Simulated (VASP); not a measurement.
PbTe (rock salt), at 1.04 of the tabulated volume:

```
CELL_PARAMETERS angstrom
      0.00000     3.27251     3.27251
      3.27251     0.00000     3.27251
      3.27251     3.27251     0.00000
ATOMIC_POSITIONS crystal
  Te 0.50000 0.50000 0.50000
  Pb 0.00000 0.00000 0.00000
```

The lowest empty band near L, direction along the valley's axis, from mBJ (TB09) with spin-orbit coupling in VASP (PAW); its two spin partners are averaged. The gap over the points computed is 0.38 eV, and the next band on that side lies 1.22 eV away at the edge.

Run with 400 eV cut-off, 8×8×8 Γ-centred mesh, Gaussian smearing of 0.050 eV, potentials Te Pb_d.

| distance from the edge in k (1/Å) | distance in energy (meV) |
|---|---|
| 0.018 | 3.5 |
| 0.025 | 6.7 |
| 0.035 | 13.1 |
| 0.050 | 26.3 |
| 0.070 | 50.3 |

Fit E(1 + αE) = ħ²k²/2m* (ħ²/2m0 = 3.810 eV Å²) and predict the row at 0.095 1/Å.

Least squares on the energies gives the electron mass m* = 0.352 m0 and α = 1.09 per eV, and so 89.1 meV. The run gave 89.4 meV, +0.3 meV from the fit.

Left out are points under 3 meV from the edge, since the levels carry 0.1 meV, and points farther than half the way to the next band.

The compound is PbTe in the rock salt structure. The cell was not relaxed at this level.
